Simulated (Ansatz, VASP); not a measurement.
## C (Diamond) in two plane-wave programs

Wanted: the spread between two codes on one cell, functional and k mesh. The cell is taken from a series of runs on this material, whose earlier steps may have relaxed, scaled, displaced or heated it; both programs get it as it stands.

Program: Ansatz 0.2.0. Level of theory: plane waves, with VASP 6.6.1 beside it; zone-centre phonons at LDA. Results are calculated unless marked as measured.

### 1. Set-up

Symmetry: I4_1/amd, No. 141, tetragonal system. The conventional cell has a = 2.488 Å, b = 2.488 Å, c = 3.673 Å, α = 90.00°, β = 90.00°, γ = 90.00°. C has 4 C at 1.55 Å nearest.

As a file:

```xyz
2
Lattice="0.0000 1.7589 1.8364 1.7589 0.0000 1.8364 1.7589 1.7589 0.0000" Properties=species:S:1:pos:R:3 pbc="T T T"
C     1.7589    1.7589    1.8364
C     2.6384    2.6384    2.7545
```

### 2. VASP: zone-centre phonons, LDA

Second derivatives magnify differences that forces hide, and they need a tight electronic threshold.

Lines of VASP's logs that name or quote its potential files are left out, and so is its time.

INCAR reads:

```
SYSTEM = C
PREC = Accurate
ENCUT = 600
EDIFF = 1E-08
NELM = 120
ISMEAR = 0
SIGMA = 0.01
LREAL = .FALSE.
ALGO = Normal
GGA = CA
NBANDS = 10
LORBIT = 11
LWAVE = .FALSE.
LCHARG = .FALSE.
ISIF = 2
IBRION = 8
LEPSILON = .TRUE.
LASPH = .TRUE.
GGA_COMPAT = .FALSE.
EFERMI = MIDGAP
KPAR = 2
```

POSCAR reads:

```
C
1.0
    0.0000000000      1.7589356786      1.8363626170
    1.7589356786      0.0000000000      1.8363626170
    1.7589356786      1.7589356786      0.0000000000
C
2
Direct
    0.5000000000      0.5000000000      0.5000000000
    0.7500000000      0.7500000000      0.7500000000
```

KPOINTS reads:

```
Automatic mesh
0
Gamma
12 12 12
0 0 0
```

PAW data sets: C (LDA family, release 64).

Launch:

```bash
$ mpirun -np 2 vasp_std
```

Numbers of over 12 decimals in the logs are rounded to 6 here.

The log of the run:

```text
[banner, memory and clock lines left out]
running    2 mpi-ranks, on    1 nodes
 distrk:  each k-point on    1 cores,    2 groups
 distr:  one band on    1 cores,    1 groups

 POSCAR found type information on POSCAR C
 POSCAR found :  1 types and       2 ions
 LDA part: xc-table for (Slater(with rela. corr.)+CA(PZ))
 , standard interpolation
 POSCAR, INCAR and KPOINTS ok, starting setup
 FFT: planning ... GRIDC
 FFT: planning ... GRID_SOFT
 FFT: planning ... GRID
 WAVECAR not read
 entering main loop
       N       E                     dE             d eps       ncg     rms          rms(c)
DAV:   1     0.263011576206E+00    0.26301E+00   -0.52872E+03  3412   0.858E+02
DAV:   2    -0.205874500769E+02   -0.20850E+02   -0.20284E+02  4528   0.136E+02
DAV:   3    -0.209909338201E+02   -0.40348E+00   -0.40248E+00  3808   0.151E+01
DAV:   4    -0.209918434599E+02   -0.90964E-03   -0.90959E-03  3560   0.856E-01
DAV:   5    -0.209918447952E+02   -0.13353E-05   -0.13353E-05  3666   0.315E-02    0.564E+00
DAV:   6    -0.204040776144E+02    0.58777E+00   -0.33598E-01  3388   0.426E+00    0.326E+00
DAV:   7    -0.201986216123E+02    0.20546E+00   -0.39616E-01  3544   0.464E+00    0.700E-01
DAV:   8    -0.201983735495E+02    0.24806E-03   -0.85066E-03  3488   0.828E-01    0.255E-02
DAV:   9    -0.201983628657E+02    0.10684E-04   -0.31750E-05  3668   0.483E-02    0.190E-02
DAV:  10    -0.201983643520E+02   -0.14863E-05   -0.17491E-06  3560   0.119E-02    0.434E-03
DAV:  11    -0.201983642885E+02    0.63484E-07   -0.58039E-08  3670   0.198E-03    0.774E-04
DAV:  12    -0.201983642803E+02    0.82163E-08   -0.15022E-09  1928   0.388E-04
   1 F= -.20198364E+02 E0= -.20198364E+02  d E =0.000000E+00
 Linear response reoptimize wavefunctions to high precision
DAV:   1    -0.201983642786E+02    0.16245E-08   -0.98585E-11  2214   0.106E-04
DAV:   2    -0.201983642787E+02   -0.90949E-11   -0.36073E-12  1714   0.221E-05
 Linear response G [H, r] |phi>, progress :
  Direction:   1
       N       E                     dE             d eps       ncg     rms
RMM:   1    -0.319156998458E+02   -0.31916E+02   -0.23965E+00  7595   0.435E+01
RMM:   2    -0.309412581519E+02    0.97444E+00   -0.10498E+00  5145   0.881E+00
RMM:   3    -0.309493623525E+02   -0.81042E-02   -0.33862E-03  5431   0.549E-01
RMM:   4    -0.309494886797E+02   -0.12633E-03    0.17646E-04  5687   0.448E-02
RMM:   5    -0.309495089201E+02   -0.20240E-04    0.18883E-05  5648   0.469E-03
RMM:   6    -0.309495106757E+02   -0.17556E-05    0.18726E-06  5345   0.928E-04
RMM:   7    -0.309495109895E+02   -0.31379E-06   -0.12548E-06  4291   0.551E-04
RMM:   8    -0.309495109823E+02    0.71656E-08   -0.12794E-06  4065   0.518E-04
RMM:   9    -0.309495109859E+02   -0.35710E-08   -0.12888E-06  3721   0.517E-04
RMM:  10    -0.309495109749E+02    0.11030E-07   -0.74935E-07  3129   0.510E-04
 Linear response G [H, r] |phi>, progress :
  Direction:   2
       N       E                     dE             d eps       ncg     rms
RMM:   1    -0.288154154041E+02   -0.28815E+02   -0.74691E-01  7543   0.412E+01
RMM:   2    -0.275576946770E+02    0.12577E+01   -0.79235E-01  5106   0.762E+00
RMM:   3    -0.275611844522E+02   -0.34898E-02   -0.45784E-03  5433   0.473E-01
RMM:   4    -0.275611527547E+02    0.31698E-04   -0.51192E-05  5697   0.396E-02
RMM:   5    -0.275611519379E+02    0.81681E-06   -0.13675E-06  5635   0.400E-03
RMM:   6    -0.275611519013E+02    0.36580E-07   -0.45949E-07  5299   0.712E-04
RMM:   7    -0.275611518966E+02    0.46751E-08   -0.36848E-07  4249   0.384E-04
RMM:   8    -0.275611518957E+02    0.88341E-09    0.86137E-07  4051   0.357E-04
RMM:   9    -0.275611518968E+02   -0.11167E-08   -0.43088E-07  3741   0.356E-04
RMM:  10    -0.275611518974E+02   -0.59517E-09   -0.18244E-07  3143   0.355E-04
 Linear response G [H, r] |phi>, progress :
  Direction:   3
       N       E                     dE             d eps       ncg     rms
RMM:   1    -0.293492086388E+02   -0.29349E+02   -0.31781E+00  7413   0.416E+01
RMM:   2    -0.292011667738E+02    0.14804E+00   -0.88253E-01  5096   0.804E+00
RMM:   3    -0.292062915145E+02   -0.51247E-02   -0.46082E-03  5403   0.501E-01
RMM:   4    -0.292062792580E+02    0.12256E-04   -0.46575E-05  5593   0.418E-02
RMM:   5    -0.292062787842E+02    0.47382E-06   -0.84416E-07  5559   0.413E-03
RMM:   6    -0.292062787612E+02    0.23046E-07   -0.14539E-07  5166   0.736E-04
RMM:   7    -0.292062787141E+02    0.47091E-07   -0.37353E-07  4157   0.404E-04
RMM:   8    -0.292062787062E+02    0.78197E-08   -0.11752E-06  3920   0.379E-04
RMM:   9    -0.292062787067E+02   -0.48546E-09   -0.68235E-07  3563   0.378E-04
RMM:  10    -0.292062787104E+02   -0.36484E-08   -0.36957E-06  2900   0.377E-04
 Linear response to external field (no local field effect), progress :
  Direction:   1
       N       E                     dE             d eps       ncg     rms          rms(c)
RMM:   1    -0.167507052034E+00   -0.16751E+00   -0.60765E-01  7246   0.218E+00
RMM:   2    -0.171656968024E+00   -0.41499E-02   -0.10873E-03  5203   0.273E-01
RMM:   3    -0.171661712476E+00   -0.47445E-05   -0.35357E-06  5216   0.120E-02
RMM:   4    -0.171661734571E+00   -0.22096E-07   -0.16377E-08  5177   0.856E-04
RMM:   5    -0.171661734666E+00   -0.94407E-10   -0.10599E-09  3837   0.677E-05
[...]
RMM:   1    -0.163874074722E+00   -0.16387E+00   -0.62263E-01  7161   0.216E+00
RMM:   2    -0.168004553818E+00   -0.41305E-02   -0.10079E-03  5157   0.264E-01
RMM:   3    -0.168008724420E+00   -0.41706E-05   -0.29803E-06  5187   0.112E-02
RMM:   4    -0.168008741242E+00   -0.16822E-07   -0.12776E-08  5116   0.797E-04
RMM:   5    -0.168008741296E+00   -0.54321E-10   -0.32631E-10  3693   0.594E-05
 change of polarisation eV/A/(eV/A) component  3 :     0.119    -0.080     0.336
 dielectric tensor                  component  3 :     1.899    -1.274     6.351
 Linear response to external field, progress :
  Direction:   1
       N       E                     dE             d eps       ncg     rms          rms(c)
RMM:   1    -0.148170976711E+00   -0.14817E+00   -0.52670E-01 12477   0.208E+00
RMM:   2    -0.151829942469E+00   -0.36590E-02   -0.94634E-04  8901   0.258E-01    0.695E-01
RMM:   3    -0.149544296555E+00    0.22856E-02   -0.76517E-04  8896   0.211E-01    0.406E-01
RMM:   4    -0.154719778077E+00   -0.51755E-02   -0.11178E-03  8886   0.258E-01    0.335E-02
RMM:   5    -0.155153339064E+00   -0.43356E-03   -0.12049E-05  9103   0.272E-02    0.293E-03
RMM:   6    -0.155166289724E+00   -0.12951E-04   -0.38657E-08  9408   0.175E-03    0.157E-03
RMM:   7    -0.155169854373E+00   -0.35646E-05   -0.70984E-09  9405   0.773E-04    0.102E-04
RMM:   8    -0.155170493158E+00   -0.63878E-06   -0.54011E-10  7765   0.720E-05    0.265E-05
RMM:   9    -0.155170362322E+00    0.13084E-06   -0.47959E-10  4277   0.295E-05    0.219E-06
 change of polarisation eV/A/(eV/A) component  1 :     0.293     0.038     0.097
 dielectric tensor                  component  1 :     5.662     0.608     1.551
 Linear response to external field, progress :
  Direction:   2
       N       E                     dE             d eps       ncg     rms          rms(c)
RMM:   1    -0.148170969922E+00   -0.14817E+00   -0.52670E-01 12477   0.208E+00
RMM:   2    -0.151829933364E+00   -0.36590E-02   -0.94625E-04  8901   0.258E-01    0.695E-01
RMM:   3    -0.149544405224E+00    0.22855E-02   -0.76517E-04  8896   0.211E-01    0.406E-01
RMM:   4    -0.154721117342E+00   -0.51767E-02   -0.11178E-03  8885   0.258E-01    0.335E-02
RMM:   5    -0.155153835251E+00   -0.43272E-03   -0.12048E-05  9097   0.272E-02    0.293E-03
RMM:   6    -0.155166814295E+00   -0.12979E-04   -0.38696E-08  9411   0.175E-03    0.157E-03
RMM:   7    -0.155170417448E+00   -0.36032E-05   -0.71520E-09  9414   0.773E-04    0.102E-04
RMM:   8    -0.155171053574E+00   -0.63613E-06   -0.58305E-10  7768   0.722E-05    0.265E-05
RMM:   9    -0.155170922578E+00    0.13100E-06   -0.52656E-10  4262   0.297E-05    0.219E-06
 change of polarisation eV/A/(eV/A) component  2 :     0.038     0.293     0.000
 dielectric tensor                  component  2 :     0.609     5.662     0.004
 Linear response to external field, progress :
  Direction:   3
       N       E                     dE             d eps       ncg     rms          rms(c)
RMM:   1    -0.163874074722E+00   -0.16387E+00   -0.62263E-01  7161   0.216E+00
RMM:   2    -0.168004553814E+00   -0.41305E-02   -0.10079E-03  5157   0.264E-01    0.751E-01
RMM:   3    -0.165505154005E+00    0.24994E-02   -0.78071E-04  5116   0.216E-01    0.437E-01
RMM:   4    -0.171365515128E+00   -0.58604E-02   -0.11986E-03  5150   0.270E-01    0.297E-02
RMM:   5    -0.171724352562E+00   -0.35884E-03   -0.11130E-05  5271   0.263E-02    0.292E-03
RMM:   6    -0.171739599494E+00   -0.15247E-04   -0.39618E-08  5419   0.176E-03    0.154E-03
RMM:   7    -0.171742343787E+00   -0.27443E-05   -0.64101E-09  5407   0.745E-04    0.106E-04
RMM:   8    -0.171743079834E+00   -0.73605E-06   -0.20966E-10  4373   0.696E-05    0.275E-05
RMM:   9    -0.171742928600E+00    0.15123E-06   -0.14523E-10  2330   0.291E-05    0.221E-06
 change of polarisation eV/A/(eV/A) component  3 :     0.117    -0.078     0.324
 dielectric tensor                  component  3 :     1.856    -1.239     6.156
 Linear response DOF=           2
 Linear response progress:
  Degree of freedom:   1/  2
       N       E                     dE             d eps       ncg     rms          rms(c)
RMM:   1    -0.119146679182E+00   -0.11915E+00   -0.21490E-02 23219   0.206E+00
RMM:   2    -0.109817501149E+00    0.93292E-02   -0.21776E-03 14506   0.398E-01    0.179E-01
RMM:   3    -0.110014191065E+00   -0.19669E-03   -0.17130E-04 14447   0.104E-01    0.981E-02
RMM:   4    -0.110760593133E+00   -0.74640E-03   -0.19519E-04 14234   0.107E-01    0.131E-02
RMM:   5    -0.110719116919E+00    0.41476E-04   -0.22822E-06 15506   0.131E-02    0.976E-04
RMM:   6    -0.110718213499E+00    0.90342E-06    0.18099E-08 15578   0.809E-04    0.413E-04
RMM:   7    -0.110715590851E+00    0.26226E-05   -0.57981E-10 15935   0.385E-04    0.651E-05
RMM:   8    -0.110715498252E+00    0.92600E-07   -0.58706E-09 16361   0.642E-05    0.868E-06
RMM:   9    -0.110715404320E+00    0.93931E-07   -0.63034E-09 16516   0.378E-05    0.149E-06
RMM:  10    -0.110715401980E+00    0.23405E-08   -0.13257E-08 13391   0.285E-05    0.127E-07
 first order change of Fermi-energy   0.44527E-06
 force on displaced ion       1 direction 1 : -36.875   0.000   0.000
 Born effective charge ion    1 direction 1 :   0.000   0.000   0.000
 Linear response progress:
  Degree of freedom:   2/  2
       N       E                     dE             d eps       ncg     rms          rms(c)
RMM:   1    -0.118110496456E+00   -0.11811E+00   -0.43360E-03 13257   0.208E+00
RMM:   2    -0.109998403670E+00    0.81121E-02   -0.31004E-03  8531   0.401E-01    0.186E-01
RMM:   3    -0.110081996936E+00   -0.83593E-04   -0.20592E-04  8485   0.111E-01    0.102E-01
RMM:   4    -0.110845454649E+00   -0.76346E-03   -0.23323E-04  8331   0.113E-01    0.131E-02
RMM:   5    -0.110797526456E+00    0.47928E-04   -0.50787E-06  9027   0.132E-02    0.911E-04
RMM:   6    -0.110796693805E+00    0.83265E-06    0.48632E-09  9072   0.755E-04    0.439E-04
RMM:   7    -0.110794306690E+00    0.23871E-05    0.24862E-09  9321   0.277E-04    0.453E-05
RMM:   8    -0.110794404846E+00   -0.98156E-07   -0.13321E-09  9383   0.561E-05    0.949E-06
RMM:   9    -0.110794278798E+00    0.12605E-06   -0.21038E-09  9570   0.327E-05    0.137E-06
RMM:  10    -0.110794278255E+00    0.54344E-09   -0.23120E-08  7923   0.219E-05    0.200E-07
 first order change of Fermi-energy  -0.77015E+01
 force on displaced ion       1 direction 3 :  -0.000  -0.000 -35.191
 Born effective charge ion    1 direction 3 :   0.000   0.000  -0.000
 Born effective charges drift removed
 Linear response finished
```

OUTCAR, selected parts (step 2):

```text
ion  position               nearest neighbor table
   1  0.500  0.500  0.500-   2 1.55   2 1.55   2 1.55   2 1.55
   2  0.750  0.750  0.750-   1 1.55   1 1.55   1 1.55   1 1.55

  LATTYP: Found a body centered tetragonal cell.
 ALAT       =     2.4875106920
 C/A-ratio  =     1.4764661096

 Subroutine GETGRP returns: Found 16 space group operations
 (whereof  8 operations were pure point group operations)

The static configuration has the point symmetry D_2d.
 The point group associated with its full space group is D_4h.

 Found    163 irreducible k-points:

   k-points           NKPTS =    163   k-points in BZ     NKDIM =    163   number of bands    NBANDS=     10

   dimension x,y,z NGX =    20 NGY =   20 NGZ =   20
   dimension x,y,z NGXF=    40 NGYF=   40 NGZF=   40

   ENCUT  =  600.0 eV  44.10 Ry    6.64 a.u.   5.08  5.08  4.97*2*pi/ulx,y,z

   NELECT =       8.0000    total number of electrons

 k-points in reciprocal lattice and weights: Automatic mesh
   0.00000000  0.00000000  0.00000000       0.001
   0.08333333 -0.00000000  0.00000000       0.005
   0.16666667  0.00000000  0.00000000       0.005
   0.25000000  0.00000000  0.00000000       0.005
   0.33333333  0.00000000  0.00000000       0.005
   0.41666667  0.00000000  0.00000000       0.005
   0.50000000  0.00000000  0.00000000       0.002
   0.08333333  0.08333333  0.00000000       0.001
   0.16666667  0.08333333  0.00000000       0.005
[...]
-0.33333333  0.16666667  0.50000000       0.002
  -0.25000000  0.25000000  0.50000000       0.001

 average (electrostatic) potential at core
       1 -49.5365       2 -49.5365

  Total        0.0576836      0.0576836     -2.8879915      0.0000000      0.0000000     -0.0000000
  in kB        8.1334500      8.1334500   -407.2097231      0.0000000      0.0000000     -0.0000000
  external PRESSURE =    -130.3142743 kB  Pullay stress =       0.0000000 kB

  energy-cutoff  :      600.00
  volume of cell :       11.36
      direct lattice vectors                 reciprocal lattice vectors
     0.000000000  1.758935679  1.836362617    -0.284262811  0.284262811  0.272277379
     1.758935679  0.000000000  1.836362617     0.284262811 -0.284262811  0.272277379
     1.758935679  1.758935679  0.000000000     0.284262811  0.284262811 -0.272277379

 POSITION                                       TOTAL-FORCE (eV/Angst)
 -----------------------------------------------------------------------------------
      1.75894      1.75894      1.83636        -0.000000     -0.000000      0.000000
      2.63840      2.63840      2.75454         0.000000      0.000000     -0.000000
 -----------------------------------------------------------------------------------
    total drift:                                0.000000     -0.000000      0.000000

 MACROSCOPIC STATIC DIELECTRIC TENSOR (including local field effects in DFT)
 ------------------------------------------------------
           5.661847     0.000000     0.000000
           0.000000     5.661847     0.000000
           0.000000     0.000000     6.155652
 ------------------------------------------------------

 PIEZOELECTRIC TENSOR (including local field effects)  for field in x, y, z        (C/m^2)
          XX          YY          ZZ          XY          YZ          ZX
  --------------------------------------------------------------------------------
  x     0.00000     0.00000     0.00000     0.00000     0.00000     0.00000
  y    -0.00000     0.00000     0.00000     0.00000     0.00000     0.00000
  z     0.00000     0.00000     0.00000     0.00000     0.00000     0.00000

 BORN EFFECTIVE CHARGES (including local field effects) (in |e|, cummulative output)
 ---------------------------------------------------------------------------------
 ion    1
    1     0.00000     0.00000     0.00000
    2     0.00000     0.00000     0.00000
    3     0.00000     0.00000     0.00000
 ion    2
    1     0.00000     0.00000     0.00000
    2     0.00000     0.00000     0.00000
    3     0.00000     0.00000     0.00000

 Eigenvectors and eigenvalues of the dynamical matrix
 ----------------------------------------------------

   1 f  =   38.738192 THz   243.399238 2PiTHz 1292.166991 cm-1   160.208216 meV
             X         Y         Z           dx          dy          dz
      1.758936  1.758936  1.836363     0.000000   -0.707107    0.000000
      2.638404  2.638404  2.754544     0.000000    0.707107    0.000000

   2 f  =   38.738192 THz   243.399238 2PiTHz 1292.166991 cm-1   160.208216 meV
             X         Y         Z           dx          dy          dz
      1.758936  1.758936  1.836363    -0.707107    0.000000    0.000000
      2.638404  2.638404  2.754544     0.707107    0.000000    0.000000

   3 f  =   37.843402 THz   237.777105 2PiTHz 1262.320002 cm-1   156.507663 meV
             X         Y         Z           dx          dy          dz
      1.758936  1.758936  1.836363     0.000000    0.000000   -0.707107
      2.638404  2.638404  2.754544     0.000000    0.000000    0.707107

   4 f  =    0.000000 THz     0.000000 2PiTHz    0.000000 cm-1     0.000000 meV
             X         Y         Z           dx          dy          dz
      1.758936  1.758936  1.836363     0.707107    0.000000    0.000000
      2.638404  2.638404  2.754544     0.707107    0.000000    0.000000

   5 f  =    0.000000 THz     0.000000 2PiTHz    0.000000 cm-1     0.000000 meV
             X         Y         Z           dx          dy          dz
      1.758936  1.758936  1.836363     0.000000    0.707107    0.000000
      2.638404  2.638404  2.754544     0.000000    0.707107    0.000000

   6 f  =    0.000000 THz     0.000000 2PiTHz    0.000000 cm-1     0.000000 meV
             X         Y         Z           dx          dy          dz
      1.758936  1.758936  1.836363     0.000000    0.000000    0.707107
      2.638404  2.638404  2.754544     0.000000    0.000000    0.707107

 MACROSCOPIC STATIC DIELECTRIC TENSOR IONIC CONTRIBUTION
 ------------------------------------------------------
           0.000000     0.000000     0.000000
           0.000000     0.000000     0.000000
           0.000000     0.000000     0.000000
 ------------------------------------------------------

 ELASTIC MODULI CONTR FROM IONIC RELAXATION (kBar)
 Direction    XX          YY          ZZ          XY          YZ          ZX
 --------------------------------------------------------------------------------
 XX           0.0000      0.0000      0.0000      0.0000      0.0000      0.0000
 YY           0.0000      0.0000      0.0000      0.0000      0.0000      0.0000
 ZZ           0.0000      0.0000      0.0000      0.0000      0.0000      0.0000
 XY           0.0000      0.0000      0.0000    -14.8197      0.0000      0.0000
 YZ           0.0000      0.0000      0.0000      0.0000    -24.2560     -0.0000
 ZX           0.0000      0.0000      0.0000      0.0000     -0.0000    -28.2741
 --------------------------------------------------------------------------------

 PIEZOELECTRIC TENSOR IONIC CONTR  for field in x, y, z        (C/m^2)
          XX          YY          ZZ          XY          YZ          ZX
  --------------------------------------------------------------------------------
  x     0.00000     0.00000     0.00000     0.00000     0.00000     0.00000
  y     0.00000     0.00000     0.00000     0.00000     0.00000     0.00000
  z     0.00000     0.00000     0.00000     0.00000     0.00000     0.00000
```

[end of part 1 of 2]

[Lines on the potential files, build, host, timing and source positions are cut from VASP's logs without a mark.]

[Logs are printed without paths, hosts, clocks, repeated set-up lines and the standing remarks that a program may print on its own settings, such as how far it seeks lower states.]

[Hosts, paths, dates, database ids (printed as entryN), source tags and the programs' standing remarks are cut or masked in the printed files.]
